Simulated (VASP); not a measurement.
VASP input:

POSCAR:
```
Si
1
    0.0000000000     2.5921210779     2.5921210779
    2.5921210779     0.0000000000     2.5921210779
    2.5921210779     2.5921210779     0.0000000000
Si
2
Direct
  0.0000000000   0.0000000000   0.0000000000
  0.2500000000   0.2500000000   0.2500000000
```

### INCAR
```
! general
SYSTEM =Si
PREC   =Accurate
ENCUT  =500   ! plane-wave cut-off (eV)
LREAL  =F
LASPH  =T   ! aspherical one-centre terms

! electronic loop
EDIFF  =1E-6
NELM   =100   ! most electronic steps
ALGO   =Normal

! smearing
ISMEAR =0
SIGMA  =0.05

! functional
GGA    =PE   ! PBE

! ions
IBRION =2   ! conjugate gradients
NSW    =40
ISIF   =3   ! ions, shape and volume
EDIFFG =-0.02
PSTRESS=300   ! kbar

! output
LWAVE  =F
LCHARG =F
```

### KPOINTS
```
Automatic mesh
0
Gamma
9 9 9
0 0 0
```

POTCAR, in this order: Si (PBE.64 set). Program: vasp_std.

Task: Write an equivalent input for Ansatz.

Result: One equivalent input (not run):
Ansatz 0.2 input:
```yaml
crystal:
  lattice:
    - [0.0000000, 2.5921211, 2.5921211]
    - [2.5921211, 0.0000000, 2.5921211]
    - [2.5921211, 2.5921211, 0.0000000]
  atoms:
    - { symbol: Si, position: [0.0000000, 0.0000000, 0.0000000] }
    - { symbol: Si, position: [0.2500000, 0.2500000, 0.2500000] }
kpoints:
  mp_grid: { grid: [9, 9, 9] }
hamiltonian:
  xc: pbe
  pseudopotentials: { kind: paw }
scf:
  occupations: { method: gaussian, width: 0.05 }
  max_iter: 100
relax:
  max_steps: 40
  f_tol: 0.02
  cell: { p_target: 30 }
output: { forces: true, stress: true, eigenvalues: true }
```
The two are equivalent in intent, not identical: each code has its own PAW files, so the cut-off isn't converted (ENCUT is set for VASP's; basis.ecutwfc is left out, and Ansatz then takes the one that its files recommend); Ansatz stops its SCF on the density residual and VASP on the energy change (EDIFF).

The compound is Si in the diamond structure. This run relaxes it under an external pressure of 30 GPa. Symmetry was kept, so distortions that lower it aren't found.
